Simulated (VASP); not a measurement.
# SiB2 (I4/mmm) in VASP: further runs, part 2 of 2

VASP 6.6.1.

**3. Relaxation of cell and atoms, PBE**

This run uses another cell than the first one, of 10.49 Å³/atom, 1.003 times its volume.

The input, INCAR:

```
PREC = Normal
ENCUT = 520
EDIFF = 1E-4
ISMEAR = 0
SIGMA = 0.15
LREAL = False
LASPH = True
NELM = 60
ALGO = Fast
ISIF = 3
LWAVE = False
LCHARG = False
GGA = PE
IBRION = 2
NSW = 24
EDIFFG = -0.08
```

The input, KPOINTS:

```
Automatic mesh
0
Gamma
  8 8 8
```

The input, POSCAR:

```
SiB2
1.0
   -1.7308153600      1.7308153600      2.6253125600
    1.7308153600     -1.7308153600      2.6253125600
    1.7308153600      1.7308153600     -2.6253125600
Si B
1 2
Direct
    0.6562563500      0.6562563500      0.0000000000
    0.5761569200      0.0761569200      0.5000000000
    0.0761569200      0.5761569200      0.5000000000
```

Potentials or basis: VASP PAW PBE potentials, release 64 (Si, B).

Started as:

```
cat potpaw_PBE.64/Si/POTCAR potpaw_PBE.64/B/POTCAR > POTCAR
mpirun -np 1 vasp_std > vasp.out
```

OUTCAR:

```text
PREC = Normal
   ENCUT = 520
   EDIFF = 1E-4
   ISMEAR = 0
   LREAL = False
   LASPH = True
   NELM = 60
   ISIF = 3
   GGA = PE
   IBRION = 2
   NSW = 24
   EDIFFG = -0.08

 ion  position               nearest neighbor table
   1  0.656  0.656  0.000-   2 1.78   3 1.78   2 1.78   3 1.78
   2  0.576  0.076  0.500-   1 1.78   1 1.78
   3  0.076  0.576  0.500-   1 1.78   1 1.78

  LATTYP: Found a body centered tetragonal cell.
 ALAT       =     3.4616307200
 C/A-ratio  =     1.5168068303

  Lattice vectors:

 A1 = (  -1.7308153600,   1.7308153600,   2.6253125600)
 A2 = (   1.7308153600,  -1.7308153600,   2.6253125600)
 A3 = (   1.7308153600,   1.7308153600,  -2.6253125600)

Analysis of symmetry for initial positions (statically):
=====================================================================
 Subroutine PRICEL returns:
 Original cell was already a primitive cell.

 Routine SETGRP: Setting up the symmetry group for a
 body centered tetragonal supercell.

 Subroutine GETGRP returns: Found  8 space group operations
 (whereof  8 operations were pure point group operations)
 out of a pool of 16 trial point group operations.

The static configuration has the point symmetry C_4v.

Analysis of symmetry for dynamics (positions and initial velocities):
[... 163 lines left out ...]

  energy without entropy =      -12.80445618  energy(sigma->0) =      -12.81110884

------------------------ aborting loop because EDIFF is reached ----------------------------------------

  FORCE on cell =-STRESS in cart. coord.  units (eV):
  Direction    XX          YY          ZZ          XY          YZ          ZX
  --------------------------------------------------------------------------------------
  -------------------------------------------------------------------------------------
  Total       12.2604771     12.2604771     -1.1962766      0.0000000      0.0000000      0.0000000
  in kB      624.4180742    624.4180742    -60.9255860      0.0000000      0.0000000      0.0000000
  external PRESSURE =     395.9701875 kB  Pullay stress =       0.0000000 kB
[... 678 lines left out ...]
 k-point    24 :       0.3750    0.1250    0.1250
  band No.  band energies     occupation
      1      19.5202      2.00000
      2      19.5439      2.00000
      3      21.7505      2.00000
      4      23.3775      2.00000
      5      25.9434      2.00000
      6      26.0948      2.00000
      7      33.6241      0.00000
      8      33.8123      0.00000
      9      43.8633      0.00000

 [... further k-points ...]

[... ionic steps 4 to 19 ...]

--------------------------------------- Ionic step       20  -------------------------------------------

 number of electron      10.0000001 magnetization

------------------------ aborting loop because EDIFF is reached ----------------------------------------
[... 69 lines left out ...]
--------------------------------------- Ionic step       22  -------------------------------------------

 number of electron      10.0000001 magnetization

 Free energy of the ion-electron system (eV)
  ---------------------------------------------------
  ext. energy  EPLUGINS =         0.00000000
  ---------------------------------------------------
  free energy    TOTEN  =       -17.03136962 eV

  energy without entropy =      -17.02210145  energy(sigma->0) =      -17.02673554

 E-fermi :   8.3381     XC(G=0): -11.5896

 val. band max:        8.3246219432   @ k =  -0.1250  -0.3750   0.1250
 cond. band min:       8.4927199411   @ k =  -0.2500  -0.3750   0.1250
 fundamental gap:      0.1680979979
 Fermi energy:         8.3381306897
[... 318 lines left out ...]
  FREE ENERGIE OF THE ION-ELECTRON SYSTEM (eV)
  ---------------------------------------------------
  free  energy   TOTEN  =       -17.0313696211 eV

  energy  without entropy=      -17.0221014537  energy(sigma->0) =      -17.02673554

 reached required accuracy - stopping structural energy minimisation
```

CONTCAR:

```text
SiB2
   1.00000000000000
    -2.0348441113180709    2.0348441113180709    1.7026100695002317
     2.0348441113180709   -2.0348441113180709    1.7026100695002317
     2.0348441113180709    2.0348441113180709   -1.7026100695002317
  Si              B
     1     2
Direct
     0.4343926147974821    0.4343926147974821    0.0000000000000000
     0.6870887876012614    0.1870887876012613    0.5000000000000000
     0.1870887876012613    0.6870887876012614    0.5000000000000000

  0.00000000E+00  0.00000000E+00  0.00000000E+00
  0.00000000E+00  0.00000000E+00  0.00000000E+00
  0.00000000E+00  0.00000000E+00  0.00000000E+00
```

It took 63 s on 1 thread of Intel Xeon Platinum 8488C (Sapphire Rapids), shared host; peak memory 0.14 GiB.

What came out:

```yaml
Free_energy: -17.0314 eV
Relaxed_volume: 9.40 Å³/atom
Relaxed_cell: a = 3.344 Å, b = 3.344 Å, c = 3.344 Å, α = 105.03°, β = 105.03°, γ = 118.78°
Space_group_after_relaxing_to_0.05_Å: I4/mmm (No. 139)
Energy_gained_by_relaxing: 1404.5 meV/atom
Ionic_steps: 22
Pressure_after_relaxing: 0.0 GPa
Largest_force_after_relaxing: 0.042 eV/Å
Band_gap_on_the_k_mesh: none (metal or under the smearing width)
```

Forces on the atoms (eV/Å):
```
Si   0.000  0.000  0.042
B    0.000  0.000 -0.021
B    0.000  0.000 -0.021
```

Step by step:
```csv
step,energy change (eV),largest force (eV/Å),pressure (GPa),volume (Å³)
1,0.0000,4.5667,39.60,31.46
2,-1.2010,0.0912,-22.08,44.22
3,-1.6039,1.1487,-10.36,38.80
4,-2.1346,1.4055,-11.27,35.69
5,-3.7801,1.1025,11.94,26.54
6,157.6952,0.0030,3008.19,8.98
7,-3.2184,2.2947,22.71,26.30
8,-3.8106,1.4772,0.36,28.68
9,-3.9348,1.0381,-7.79,30.18
10,-3.9472,0.8961,-9.84,30.68
11,-4.0782,0.7310,-3.78,29.53
12,-4.0926,0.6658,-1.10,29.11
13,-4.0931,0.6448,-0.31,28.99
14,-4.1250,0.5995,0.44,28.75
15,-4.1887,0.3498,2.70,28.03
16,-4.0887,0.8105,11.35,26.58
17,-4.1999,0.1998,3.62,27.77
18,-4.2020,0.0063,4.97,27.49
19,-4.1928,0.2238,-3.68,28.68
20,-4.2117,0.1024,1.06,27.99
21,-4.2117,0.1012,1.18,27.98
22,-4.2136,0.0418,0.03,28.20
```

Final structure:
```xyz
3
Lattice="-2.0348 2.0348 1.7026 2.0348 -2.0348 1.7026 2.0348 2.0348 -1.7026" Properties=species:S:1:pos:R:3 pbc="T T T"
Si    0.0000    0.0000    1.4792
B     0.0000    2.0348    0.6371
B     2.0348    0.0000    0.6371
```

Levels at points of the mesh, in eV from the Fermi level:
```tsv
k point	band 1	band 2	band 3	band 4	band 5	band 6	band 7	band 8	band 9
(0.00, 0.00, 0.00)	-15.14	-3.92	-2.18	-2.18	2.51	2.71	2.71	4.54	4.82
(0.50, 0.00, 0.00)	-11.08	-10.16	-3.67	-3.58	-2.27	-1.33	5.33	5.91	8.98
(0.50, 0.50, 0.00)	-11.68	-10.75	-5.07	-0.40	-0.05	1.48	4.53	5.77	8.68
(0.50, 0.50, 0.50)	-8.62	-7.51	-7.51	-7.27	-3.72	-2.86	7.06	7.06	10.92
```

Caveat: the relaxation stopped at a loose force limit of 0.08 eV/Å, so its end isn't a converged minimum.

**4. Relaxation of cell and atoms, PBE**

This run uses another cell than the first one: it holds 6 atoms, not 3.

INCAR is that of step 3.

The input, KPOINTS:

```
Automatic mesh
0
Gamma
  6 6 3
```

The input, POSCAR:

```
SiB2
1.0
    3.0626653500      0.0000000000      0.0000000000
    0.0000000000      3.0626653500      0.0000000000
    0.0000000000      0.0000000000      7.4631241800
Si B
2 4
Direct
    0.0000000000      0.5000000000      0.5000000000
    0.5000000000      0.0000000000      0.0000000000
    0.5000000000      0.5000000000      0.4049800200
    0.5000000000      0.5000000000      0.9049800200
    0.5000000000      0.5000000000      0.5950199800
    0.5000000000      0.5000000000      0.0950199800
```

Started as:

```
cat potpaw_PBE.64/Si/POTCAR potpaw_PBE.64/B/POTCAR > POTCAR
mpirun -np 1 vasp_std > vasp.out
```

It took 87 s on 1 thread of Intel Xeon Platinum 8488C (Sapphire Rapids), shared host; peak memory 0.14 GiB.

The run converged. Its results:

```
Free energy                            : -31.8784 eV
Relaxed volume                         : 14.60 Å³/atom
Relaxed cell                           : a = 3.676 Å, b = 3.676 Å, c = 6.486 Å, α = 90.00°, β = 90.00°, γ = 90.00°
Space group after relaxing (to 0.05 Å) : P4_2/mmc (No. 131)
Energy gained by relaxing              : 1544.2 meV/atom
Ionic steps                            : 22
Pressure after relaxing                : -0.2 GPa
Largest force after relaxing           : 0.046 eV/Å
Band gap on the k mesh                 : none (metal or under the smearing width)
```

Forces in eV/Å, atoms in the order of the input:
```
Si   0.000  0.000  0.000
Si   0.000  0.000  0.000
B    0.000  0.000 -0.046
B    0.000  0.000 -0.046
B    0.000  0.000  0.046
B    0.000  0.000  0.046
```

Stress tensor (GPa, compression positive):
```
-0.20  0.00  0.00
 0.00 -0.20  0.00
 0.00  0.00 -0.29
```

Step by step:
```
step  energy change (eV)  largest force (eV/Å)  pressure (GPa)  volume (Å³)
   1              0.0000               10.9720           69.42        70.00
   2             -2.7426                6.0814          -10.39       134.25
   3             -7.6091                0.8978          -10.98        96.53
   4             -7.6393                1.0189           -9.90        95.21
   5             -7.6530                1.2125           -7.95        93.19
   6             -8.4908                0.7209           -2.60        85.72
   7             -8.5128                1.1702           -1.69        85.01
   8             -8.8298                1.0326            1.71        81.68
   9             -7.2836                6.3179           31.40        71.41
  10             -8.8634                1.5242            3.84        80.38
  11             -8.8920                0.2766           12.68        75.94
  12             -8.9660                1.0251            7.11        78.32
  13             -9.0827                1.0872            5.46        80.09
  14             -9.0902                0.6566            5.52        79.76
  15             -9.1820                0.2380            2.18        82.75
  16             -9.2208                0.1878            0.38        85.34
  17             -9.2053                0.7679           -3.70        90.65
  18             -9.2327                0.4307           -0.73        87.03
  19             -9.2340                0.5346           -1.31        87.88
  20             -9.2435                0.2183           -2.23        89.94
  21             -9.2546                0.1050           -1.95        89.08
  22             -9.2655                0.0457           -0.23        87.63
```

Final structure:
```
CELL_PARAMETERS angstrom
3.67558 0.00000 0.00000
0.00000 3.67558 0.00000
0.00000 0.00000 6.48615
ATOMIC_POSITIONS crystal
Si 0.00000 0.50000 0.50000
Si 0.50000 0.00000 0.00000
B 0.50000 0.50000 0.37385
B 0.50000 0.50000 0.87385
B 0.50000 0.50000 0.62615
B 0.50000 0.50000 0.12615
```

Levels at points of the mesh, in eV from the Fermi level:
```csv
k point,band 8,band 9,band 10,band 11,band 12,band 13
"(0.00, 0.00, 0.00)",-1.67,-1.31,-1.25,-0.49,0.07,0.07
"(0.50, 0.00, 0.00)",-3.76,-0.36,-0.32,0.40,0.90,2.04
"(0.50, 0.50, 0.00)",-3.22,-2.51,-2.51,-2.13,-0.54,3.59
```

Caveat: the volume moved by over 15 % at a fixed basis, so the end points are rough; the relaxation stopped at a loose force limit of 0.08 eV/Å, so its end isn't a converged minimum.
